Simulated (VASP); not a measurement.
Consider the following.

```
Be2C
1.0
    0.00000     2.11749     2.11749
    2.11749     0.00000     2.11749
    2.11749     2.11749     0.00000
Be C
2 1
Direct
  0.25000   0.25000   0.25000
  0.75000   0.75000   0.75000
  0.00000   0.00000   0.00000
```

The numbers are results of LDA (Ceperley-Alder, Perdew-Zunger), VASP's LDA PAW potentials (set 64) (plane waves; VASP), not measurements. Numerical set-up: 400 eV cut-off, 7×7×7 Γ-centred mesh, Fermi-Dirac smearing of 0.020 eV, potentials Be C.

Q: Give the electronic dielectric tensor ε∞ (DFPT, local fields included).

A: 
```
6.93  0.00  0.00
0.00  6.93  0.00
0.00  0.00  6.93
```

Q: Give the Born effective charges.

A: 
```json
[
 {"atom": "Be1", "Z*xx": "1.52", "Z*yy": "1.52", "Z*zz": "1.52", "mean": "1.52"},
 {"atom": "Be2", "Z*xx": "1.52", "Z*yy": "1.52", "Z*zz": "1.52", "mean": "1.52"},
 {"atom": "C3", "Z*xx": "-3.04", "Z*yy": "-3.04", "Z*zz": "-3.04", "mean": "-3.04"}
]
```

Q: And the static tensor with the ions free?

A: 
```
13.7  0.00  0.00
0.00  13.7  0.00
0.00  0.00  13.7
```

Q: Which frequencies do the optical Γ-point modes have (no LO-TO splitting)?

A: 699 (×3), 742 (×3) cm⁻¹.

The structure is a typed Be2C crystal (Fm-3m). The cell was not relaxed at this level. The run is one of a series of settings (EDIFF = 1E-8, IBRION = 8, LEPSILON = .TRUE., NSW = 1 against the base run), some of them coarse on purpose.
